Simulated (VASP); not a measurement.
Here is a VASP 6.6.1 calculation.

INCAR

```
SYSTEM = RePb2
PREC = Accurate
ENCUT = 600
EDIFF = 1E-7
ISMEAR = 1
SIGMA = 0.2
LREAL = .FALSE.
LASPH = .TRUE.
NELM = 80
ALGO = Normal
ISIF = 3
LWAVE = .FALSE.
LCHARG = .FALSE.
GGA = PS
IBRION = 2
NSW = 40
EDIFFG = -0.005
```

The input KPOINTS:

```
Automatic mesh
0
G
  7 7 7
  0 0 0
```

File POSCAR:

```
RePb2
1.0
    0.0000000000      3.3657800000      3.3657800000
    3.3657800000      0.0000000000      3.3657800000
    3.3657800000      3.3657800000      0.0000000000
Re Pb
1 2
Direct
    0.0000000000      0.0000000000      0.0000000000
    0.2500000000      0.2500000000      0.2500000000
    0.7500000000      0.7500000000      0.7500000000
```

Potentials or basis: VASP PAW PBE potentials, release 64 (Re, Pb_d).

Launch:

```sh
$ cat potpaw_PBE.64/Re/POTCAR potpaw_PBE.64/Pb_d/POTCAR > POTCAR
$ mpirun -np 1 vasp_std > vasp.out
```

Question: Estimate the relaxed cell.

Answer: a = 4.688 Å, b = 4.688 Å, c = 4.688 Å, α = 60.00°, β = 60.00°, γ = 60.00°.

Question: Estimate the band gap on the k mesh.

Answer: None (metal or under the smearing width).

Final structure:
```xyz
3
Lattice="0.0000 3.3152 3.3152 3.3152 0.0000 3.3152 3.3152 3.3152 0.0000" Properties=species:S:1:pos:R:3 pbc="T T T"
Re    0.0000    0.0000    0.0000
Pb    1.6576    1.6576    1.6576
Pb    4.9728    4.9728    4.9728
```

 Spin-orbit coupling is left out, which matters for the levels of Pb, Re.
